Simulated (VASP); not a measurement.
An input for Ansatz (written as the equivalent of a VASP run, and not itself run):

Ansatz 0.2 input:
```yaml
crystal:
  lattice:
    - [0.0000000, 2.3543450, 2.3543450]
    - [2.3543450, 0.0000000, 2.3543450]
    - [2.3543450, 2.3543450, 0.0000000]
  atoms:
    - { symbol: Y, position: [0.0000000, 0.0000000, 0.0000000] }
    - { symbol: N, position: [0.5000000, 0.5000000, 0.5000000] }
kpoints:
  mp_grid: { grid: [8, 8, 8] }
hamiltonian:
  xc: pbe
  pseudopotentials: { kind: paw }
scf:
  occupations: { method: gaussian, width: 0.05 }
  max_iter: 100
output: { forces: true, stress: true, eigenvalues: true }
```

### Question
Write the VASP files for the same calculation (PBE).

### Answer
Several could match; the one computed here: 
**KPOINTS**
```
Automatic mesh
0
Gamma
8 8 8
0 0 0
```

INCAR:
```
SYSTEM=YN
PREC=Accurate; ENCUT=600; LREAL=.FALSE.
LASPH=.TRUE.
EDIFF=1E-7; NELM=100; ALGO=Normal
LMAXMIX=4
ISMEAR=0; SIGMA=0.05
GGA=PE
ISIF=2
LWAVE=.FALSE.; LCHARG=.FALSE.
```

### POSCAR
```
YN
1
    0.0000000000     2.3543449821     2.3543449821
    2.3543449821     0.0000000000     2.3543449821
    2.3543449821     2.3543449821     0.0000000000
Y N
1 1
Direct
  0.0000000000   0.0000000000   0.0000000000
  0.5000000000   0.5000000000   0.5000000000
```

POTCAR, in this order: Y_sv N (PBE.64 set). Program: vasp_std.

What does not carry over: each code has its own PAW files, so the cut-off isn't converted (ENCUT is set for VASP's; basis.ecutwfc is left out, and Ansatz then takes the one that its files recommend); Ansatz stops its SCF on the density residual and VASP on the energy change (EDIFF).

The compound is YN in the rock salt structure. This cell was strained or had an atom moved on purpose.
